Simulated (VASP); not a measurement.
Output of a VASP run:

**OSZICAR**
```
       N       E                     dE             d eps       ncg     rms          rms(c)
DAV:   1     0.592754975044E+01    0.59275E+01   -0.30399E+03   464   0.713E+02
DAV:   2    -0.107743563619E+02   -0.16702E+02   -0.16389E+02   696   0.810E+01
DAV:   3    -0.110137955567E+02   -0.23944E+00   -0.23605E+00   624   0.114E+01
DAV:   4    -0.110149778633E+02   -0.11823E-02   -0.11823E-02   720   0.891E-01
DAV:   5    -0.110149809012E+02   -0.30378E-05   -0.30377E-05   624   0.264E-02    0.475E+00
DAV:   6    -0.108985804892E+02    0.11640E+00   -0.75854E-02   560   0.144E+00    0.290E+00
DAV:   7    -0.108447456999E+02    0.53835E-01   -0.14609E-01   616   0.213E+00    0.174E-01
DAV:   8    -0.108458531457E+02   -0.11074E-02   -0.38322E-03   504   0.464E-01    0.730E-02
DAV:   9    -0.108460552960E+02   -0.20215E-03   -0.20421E-04   672   0.112E-01    0.569E-02
DAV:  10    -0.108460807933E+02   -0.25497E-04   -0.30738E-05   504   0.415E-02    0.100E-02
DAV:  11    -0.108460804278E+02    0.36544E-06   -0.56985E-07   688   0.528E-03
   1 F= -.10846080E+02 E0= -.10846080E+02  d E =-.108461E+02
```

File OUTCAR:
```
------------------------ aborting loop because EDIFF is reached ----------------------------------------
  FORCE on cell =-STRESS in cart. coord.  units (eV):
  Direction    XX          YY          ZZ          XY          YZ          ZX
  --------------------------------------------------------------------------------------
  Total        0.0028231      0.0028231      0.0028231     -0.0000000      0.0000000     -0.0000000
  in kB        0.1106340      0.1106340      0.1106340     -0.0000000      0.0000000     -0.0000000
  external PRESSURE =       0.1106340 kB  Pullay stress =       0.0000000 kB
  volume of cell :       40.88
      direct lattice vectors                 reciprocal lattice vectors
     0.000000000  2.734268675  2.734268675    -0.182864253  0.182864253  0.182864253
     2.734268675  0.000000000  2.734268675     0.182864253 -0.182864253  0.182864253
     2.734268675  2.734268675  0.000000000     0.182864253  0.182864253 -0.182864253
 POSITION                                       TOTAL-FORCE (eV/Angst)
 -----------------------------------------------------------------------------------
      0.00000      0.00000      0.00000        -0.000000     -0.000000     -0.000000
      1.36713      1.36713      1.36713         0.000000      0.000000      0.000000
 -----------------------------------------------------------------------------------
    total drift:                                0.000000      0.000000     -0.000000
  FREE ENERGIE OF THE ION-ELECTRON SYSTEM (eV)
  ---------------------------------------------------
  free  energy   TOTEN  =       -10.8460804278 eV

  energy  without entropy=      -10.8460804278  energy(sigma->0) =      -10.84608043

 reached required accuracy - stopping structural energy minimisation
```
(Selected blocks of OUTCAR.)

File POSCAR:
```
Si
1
   -0.0000000000     2.7342686750     2.7342686750
    2.7342686750    -0.0000000000     2.7342686750
    2.7342686750     2.7342686750     0.0000000000
Si
2
Direct
  0.0000000000   0.0000000000   0.0000000000
  0.2500000000   0.2500000000   0.2500000000
```

### Question
Reconstruct the remaining input files.

### Answer
One answer among several that fit: the input of the run itself, PBE GGA, plane waves, VASP's PBE PAW potentials (set 64).

INCAR:
```
ALGO = Normal
EDIFF = 1E-6
EDIFFG = -0.01
ENCUT = 480
GGA = PE
IBRION = 2
ISIF = 3
ISMEAR = 0
LASPH = .TRUE.
LCHARG = .FALSE.
LREAL = .FALSE.
LWAVE = .FALSE.
NELM = 100
NSW = 60
PREC = Accurate
SIGMA = 0.05
SYSTEM = Si
```

File KPOINTS:
```
kpoints
0
G
  8 8 8
0 0 0
```

POTCAR, in this order: Si (PBE.64 set). Program: vasp_std.

The compound is Si in the diamond structure. It was relaxed first. The start is the result of an earlier pass.
